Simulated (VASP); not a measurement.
Write the native input for VASP 6.6.1 that does the following.

* Task: single point
* Functional: PBE
* Potentials or basis: VASP PAW PBE potentials, release 64 (Lu, Al, N)
* Cutoff: 520 eV
* k mesh: 6 × 6 × 2
* Occupations: gaussian, width 0.05 eV
* Spin: no spin polarisation
* Further INCAR settings: PREC = Normal; LREAL = Auto; ALGO = Fast; EDIFF = 1e-05; NBANDS = 37

The structure of LuAl3N4 lies in POSCAR:

```
LuAl3N4
1.0
    3.2043730000      0.0000000000      0.0000000000
   -1.6021870000      2.7750680000      0.0000000000
    0.0000000000      0.0000000000     10.5074800000
Lu Al N
1 3 4
Direct
    0.0000000000      0.0000000000      0.9022120000
    0.3333330000      0.6666670000      0.6542430000
    0.3333330000      0.6666670000      0.1782460000
    0.6666670000      0.3333330000      0.4165580000
    0.3333330000      0.6666670000      0.4759380000
    0.3333330000      0.6666670000      0.0004350000
    0.6666670000      0.3333330000      0.2379690000
    0.6666670000      0.3333330000      0.7208830000
```

The cell was built by a generator and needn't be a form met in nature.

These files were run (other wordings do the same):

INCAR

```
PREC = Normal ; ENCUT = 520
EDIFF = 1E-5 ; ISMEAR = 0
SIGMA = 0.05 ; LREAL = Auto
LASPH = T ; NELM = 80
ALGO = Fast ; ISIF = 2
LWAVE = F ; LCHARG = F
GGA = PE ; NBANDS = 37
```

KPOINTS

```
regular mesh
0
Gamma
  6 6 2
```

Potentials or basis: VASP PAW PBE potentials, release 64 (Lu, Al, N).

The run is started by

```console
$ cat potpaw_PBE.64/Lu/POTCAR potpaw_PBE.64/Al/POTCAR potpaw_PBE.64/N/POTCAR > POTCAR
$ mpirun -np 1 vasp_std > vasp.out
```

It gave:

```json
{"Pressure": "-0.4 GPa", "Largest force": "0.014 eV/Å", "Band gap on the k mesh": "2.83 eV, direct"}
```

Caveat: spin-orbit coupling is left out, which moves the levels of the heavy elements.

Wall time 2.2 min on 1 thread of AMD EPYC 7R43 64-Core Processor (Zen 3), on a shared host, peak memory 0.14 GiB.
